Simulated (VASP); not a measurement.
An input for Ansatz (written as the equivalent of a VASP run, and not itself run):

Ansatz 0.2 input:
```yaml
crystal:
  lattice:
    - [0.0000000, 2.0194650, 2.0194650]
    - [2.0194650, 0.0000000, 2.0194650]
    - [2.0194650, 2.0194650, 0.0000000]
  atoms:
    - { symbol: Al, position: [0.0000000, 0.0000000, 0.0000000] }
kpoints:
  mp_grid: { grid: [14, 14, 14] }
hamiltonian:
  xc: lda
  pseudopotentials: { kind: paw }
scf:
  occupations: { method: methfessel_paxton, width: 0.1 }
  max_iter: 100
relax:
  max_steps: 60
  f_tol: 0.01
  cell: {}
output: { forces: true, stress: true, eigenvalues: true }
```

### Question
Translate this input to VASP (INCAR, KPOINTS, POSCAR, choice of POTCAR).

### Answer
This is not unique; one that fits is 
File POSCAR:
```
Al
1.0
  0.0000000000   2.0194650000   2.0194650000
  2.0194650000   0.0000000000   2.0194650000
  2.0194650000   2.0194650000   0.0000000000
Al
1
Cartesian
  0.0000000000   0.0000000000   0.0000000000
```

### INCAR
```
LWAVE = F
ISMEAR = 1   # Methfessel-Paxton
EDIFF = 1E-6   # SCF stop (eV)
LREAL = F
ISIF = 3   # ions, shape and volume
LCHARG = F
PREC = Accurate
IBRION = 2   # conjugate gradients
EDIFFG = -0.01   # ionic stop
NSW = 60   # most ionic steps
ALGO = Normal
SYSTEM = Al
SIGMA = 0.1
LASPH = T
NELM = 100   # most electronic steps
ENCUT = 400
```

KPOINTS:
```
Automatic
0
G
14 14 14
```

POTCAR, in this order: Al (LDA.64 set). Program: vasp_std.

Limits of the translation: each code has its own PAW files, so the cut-off isn't converted (ENCUT is set for VASP's; basis.ecutwfc is left out, and Ansatz then takes the one that its files recommend); Ansatz stops its SCF on the density residual and VASP on the energy change (EDIFF); Ansatz's lda is the Perdew-Wang form, while the LDA potentials of VASP carry Perdew-Zunger's.

The structure comes from a computed database's Al entry (Fm-3m); how it stands against other phases isn't given here. This run relaxes it. Symmetry was kept, so distortions that lower it aren't found.
